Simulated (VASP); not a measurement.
The input files of a VASP run:

**KPOINTS**
```
Regular mesh
0
Gamma
 9 9 9
```

### INCAR
```
ALGO=Normal
EDIFF=1E-7
ENCUT=520
GGA=PE
ISIF=2
ISMEAR=1
IVDW=12
LASPH=.TRUE.
LCHARG=.FALSE.
LMAXMIX=4
LREAL=.FALSE.
LWAVE=.FALSE.
NELM=100
PREC=Accurate
SIGMA=0.1
SYSTEM=Ni3Si
```

### POSCAR
```
Ni3Si
3.5345520
  0.9999999945   0.0000000000   0.0000000000
  0.0000000000   0.9999999945   0.0000000000
  0.0000000000   0.0000000000   0.9999999945
Si Ni
1 3
Cart
  0.0000000000   0.0000000000   0.0000000000
  0.0000000000   0.4999999973   0.4999999973
  0.4999999973   0.0000000000   0.4999999973
  0.4999999973   0.4999999973   0.0000000000
```

POTCAR, in this order: Si Ni (PBE.64 set). Program: vasp_std.

Q: Write an equivalent input for Ansatz.

A: One equivalent input (not run):
Ansatz 0.2 input:
```yaml
crystal:
  lattice:
    - [3.5345520, 0.0000000, 0.0000000]
    - [0.0000000, 3.5345520, 0.0000000]
    - [0.0000000, 0.0000000, 3.5345520]
  atoms:
    - { symbol: Si, position: [0.0000000, 0.0000000, 0.0000000] }
    - { symbol: Ni, position: [0.0000000, 0.5000000, 0.5000000] }
    - { symbol: Ni, position: [0.5000000, 0.0000000, 0.5000000] }
    - { symbol: Ni, position: [0.5000000, 0.5000000, 0.0000000] }
kpoints:
  mp_grid: { grid: [9, 9, 9] }
hamiltonian:
  xc: pbe
  dispersion: d3bj
  pseudopotentials: { kind: paw }
scf:
  occupations: { method: methfessel_paxton, width: 0.1 }
  max_iter: 100
output: { forces: true, stress: true, eigenvalues: true }
```
Limits of the translation: each code has its own PAW files, so the cut-off isn't converted (ENCUT is set for VASP's; basis.ecutwfc is left out, and Ansatz then takes the one that its files recommend); Ansatz stops its SCF on the density residual and VASP on the energy change (EDIFF).

The compound is Ni3Si in the L1_2 structure. This cell is one point of a volume scan, at 1.06 of the reference volume.
